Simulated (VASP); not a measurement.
Runs of VASP 6.6.1 on CaH. The structure is tetragonal, space group P4/mmm (No. 123). The conventional cell has a = 3.227 Å, b = 3.227 Å, c = 7.631 Å, α = 90.00°, β = 90.00°, γ = 90.00°. Ca (site symmetry 4/mmm) is surrounded by 4 Ca at 3.23 Å and 8 H at 3.52 Å. Ca (site symmetry 4/mmm) has 8 H at 2.55 Å as nearest neighbours. Around H (site symmetry 4mm) lie 1 H at 2.28 Å and 4 Ca at 2.55 Å. The cell was built by a generator and needn't be a form met in nature.

```tsv
task	level	potentials or basis	cell	k mesh	cutoff (eV)	smearing	grid for exact exchange (PRECFOCK)	exchange at q = 0	gap on the mesh (eV)	pressure (GPa)	largest force (eV/Å)
optical spectrum	r2SCAN0	VASP PAW PBE potentials, release 64 (Ca_sv, H)	volume scaled by 0.92	5 × 5 × 3	520	gaussian 0.1 eV	Normal	default	0.87	(a)	(c)
relaxation of cell and atoms	PBEsol	VASP PAW PBE potentials, release 64 (Ca_sv, H)	relaxed	8 × 8 × 4	600	gaussian 0.05 eV	-	-	none	0.0	-
single point	B3LYP	VASP PAW PBE potentials, release 54 (Ca_sv, H)	as given	5 × 5 × 3	520	gaussian 0.05 eV	Normal	truncated	0.61	0.6	0.11
atomic charges	SCAN0	VASP PAW PBE potentials, release 64 (Ca_sv, H)	as given	5 × 5 × 3	520	fermi-dirac 0.05 eV	Normal	default	0.72	(b)	0.13
```

Alike in all rows: no spin polarisation.

Q: Fill in the values left out.

A: (a) 2.7; (b) 0.2; (c) 0.02.

Caveats: the PAW data sets were made with another functional, which shifts forces and pressure a little; an odd mesh through Γ misses points on the zone boundary, where band edges often lie (some runs); spectra need much finer meshes, so this one isn't converged (some runs); independent-particle spectra lack excitons (some runs).

A gap of «none» marks a metal or a gap under the smearing width.

Runs at the PBE level aren't shown here.
